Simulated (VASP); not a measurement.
Crystal: SnGe7.

```
CELL_PARAMETERS angstrom
5.75893 0.00000 0.00000
0.00000 -5.75893 0.00000
0.00000 0.00000 -5.75893
ATOMIC_POSITIONS crystal
Sn 0.00000 0.50000 0.50000
Ge 0.50000 0.00000 0.50000
Ge 0.50000 0.50000 0.00000
Ge 0.00000 0.00000 0.00000
Ge 0.25000 0.25000 0.25000
Ge 0.75000 0.75000 0.25000
Ge 0.75000 0.25000 0.75000
Ge 0.25000 0.75000 0.75000
```

The cell was built by a generator and needn't be a form met in nature.

```yaml
Program: VASP 6.6.1
Task: relaxation of cell and atoms
Functional: PBEsol
Potentials_or_basis: VASP PAW PBE potentials, release 64 (Sn_d, Ge_d)
Cutoff: 600 eV
k_mesh: 6 × 6 × 6
Occupations: gaussian, width 0.03 eV
Spin: no spin polarisation
```

At the start: pressure 1.6 GPa; volume 23.87 Å³/atom.

Problem. Where does the relaxation end?

Solution. Over 5 steps the energy falls by 29.6 meV/atom and the volume is 24.25 Å³/atom (+1.6 %); space group P-43m (No. 215, to 0.05 Å).

The path:
```
step  energy change (eV)  largest force (eV/Å)  pressure (GPa)  volume (Å³)
   1              0.0000                1.3650            1.62       191.00
   2             -0.2153                0.2446           -1.01       197.73
   3             -0.2159                0.1858           -1.12       198.14
   4             -0.2368                0.0036            0.08       193.82
   5             -0.2369                0.0080            0.05       194.02
```

Final structure:
```
Sn Ge
1.0
     5.78920    0.00000    0.00000
     0.00000   -5.78920    0.00000
     0.00000    0.00000   -5.78920
Sn Ge
1 7
Direct
  0.00000 0.50000 0.50000
  0.50000 0.00000 0.50000
  0.50000 0.50000 0.00000
  0.00000 0.00000 0.00000
  0.25844 0.24156 0.24156
  0.74156 0.75844 0.24156
  0.74156 0.24156 0.75844
  0.25844 0.75844 0.75844
```

Caveat: the PAW data sets were made with another functional, which shifts forces and pressure a little.
